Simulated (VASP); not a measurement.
A VASP calculation is set up with these files.

File POSCAR:
```
NiSb
1
    1.9937562361    -3.4532872659     0.0000000000
    1.9937562361     3.4532872659     0.0000000000
    0.0000000000     0.0000000000     5.1969025625
Ni Sb
2 2
Direct
  0.0000000000   0.0000000000   0.5000000000
  0.0000000000   0.0000000000   0.0000000000
  0.3333330000   0.6666670000   0.2500000000
  0.6666670000   0.3333330000   0.7500000000
```

File KPOINTS:
```
Automatic mesh
0
Gamma
9 9 6
0 0 0
```

### INCAR
```
! general
SYSTEM  =NiSb
PREC    =Accurate
ENCUT   =520
LREAL   =F   ! projection in real space or not
LASPH   =T

! electronic loop
EDIFF   =1E-7
NELM    =100   ! most electronic steps
ALGO    =Normal   ! blocked Davidson
LMAXMIX =4   ! l cut-off of mixed one-centre charges

! smearing
ISMEAR  =1
SIGMA   =0.1   ! width (eV)

! functional
GGA     =MK
LUSE_VDW=T
AGGAC   =0.0
PARAM1  =0.1234
PARAM2  =1.0

! ions
IBRION  =2   ! conjugate gradients
NSW     =30   ! most ionic steps
ISIF    =4   ! ions and shape, fixed volume
EDIFFG  =-0.01   ! ionic stop

! output
LWAVE   =F
LCHARG  =F
```

POTCAR, in this order: Ni Sb (PBE.64 set). Program: vasp_std.

Problem. Write an equivalent input for Quantum ESPRESSO's pw.x.

Solution. One equivalent input (not run):
```
&CONTROL
  calculation = 'vc-relax'
  pseudo_dir = './pseudo'
  outdir = './out'
  tprnfor = .true.
  tstress = .true.
  nstep = 30
  forc_conv_thr = 0.00039
/
&SYSTEM
  ibrav = 0
  nat = 4
  ntyp = 2
  ecutwfc = 98
  occupations = 'smearing'
  smearing = 'methfessel-paxton'
  degauss = 0.00735
  input_dft = 'vdw-df-ob86'
/
&ELECTRONS
  conv_thr = 7.3e-09
  electron_maxstep = 100
/
&IONS
/
&CELL
  cell_dofree = 'shape'
/
ATOMIC_SPECIES
  Ni 58.693 Ni.upf
  Sb 121.760 Sb.upf
CELL_PARAMETERS angstrom
     1.9937562   -3.4532873    0.0000000
     1.9937562    3.4532873    0.0000000
     0.0000000    0.0000000    5.1969026
ATOMIC_POSITIONS crystal
  Ni   0.0000000  0.0000000  0.5000000
  Ni   0.0000000  0.0000000  0.0000000
  Sb   0.3333330  0.6666670  0.2500000
  Sb   0.6666670  0.3333330  0.7500000
K_POINTS automatic
  9 9 6 0 0 0
```
Limits of the translation: the potentials are each code's own (VASP's PAW set, PseudoDojo norm-conserving files in pw.x), so ENCUT and ecutwfc are chosen apart and not converted; conv_thr bounds pw.x's estimated SCF error, while EDIFF bounds the energy change between steps; forc_conv_thr acts on force components and is met together with etot_conv_thr.

The compound is NiSb in the NiAs type structure. This cell is one point of a volume scan, at 1.03 of the reference volume. Symmetry was kept, so distortions that lower it aren't found.
